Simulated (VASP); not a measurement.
Input:

```
CELL_PARAMETERS angstrom
      0.00000     2.06268     2.06268
      2.06268     0.00000     2.06268
      2.06268     2.06268     0.00000
ATOMIC_POSITIONS crystal
  Au 0.00000 0.00000 0.00000
```

Method: r2SCAN meta-GGA, VASP's PBE PAW potentials (set 64) (plane waves; VASP). Settings: 480 eV cut-off, 14×14×14 Γ-centred mesh, first-order Methfessel-Paxton smearing of 0.10 eV, potentials Au.

Each row applies one change to this cell, which was relaxed at other settings and keeps the small stress of the first row; at a fixed cut-off the stress holds a Pulay part, so it need not integrate to ΔE exactly. Stress is in GPa, positive when the cell is compressed.

| change | ΔE (meV/atom) | σxx | σyy | σzz | largest shear component, with its sign (GPa) | largest force (eV/Å) |
|---|---|---|---|---|---|---|
| none | 0.0 | 0.07 | 0.07 | 0.07 | 0.00 | 0.000 |
| biaxial strain of -4.0 % in the xy plane | … | … | … | … | … | … |
| isotropic strain of -0.5 % | 2.1 | 2.46 | 2.46 | 2.46 | 0.00 | 0.000 |
| uniaxial strain of +1.5 % along x | 2.1 | -2.40 | -1.87 | -1.87 | 0.00 | 0.000 |
| uniaxial strain of -3.0 % along x | 9.8 | 5.77 | 5.01 | 5.01 | 0.00 | 0.000 |
| isotropic strain of -3.0 % | … | … | … | … | … | … |

Some entries are withheld; supply them.

- biaxial strain of -4.0 % in the xy plane, ΔE (meV/atom): 66.7
- biaxial strain of -4.0 % in the xy plane, σxx: 16.77
- biaxial strain of -4.0 % in the xy plane, σyy: 16.77
- biaxial strain of -4.0 % in the xy plane, σzz: 15.49
- biaxial strain of -4.0 % in the xy plane, largest shear component, with its sign (GPa): 0.00
- biaxial strain of -4.0 % in the xy plane, largest force (eV/Å): 0.000
- isotropic strain of -3.0 %, ΔE (meV/atom): 81.7
- isotropic strain of -3.0 %, σxx: 18.82
- isotropic strain of -3.0 %, σyy: 18.82
- isotropic strain of -3.0 %, σzz: 18.82
- isotropic strain of -3.0 %, largest shear component, with its sign (GPa): 0.00
- isotropic strain of -3.0 %, largest force (eV/Å): 0.000

Failed runs are left out, and for metals the shear rows, which the mesh's noise covers.

The compound is Au in the fcc structure.
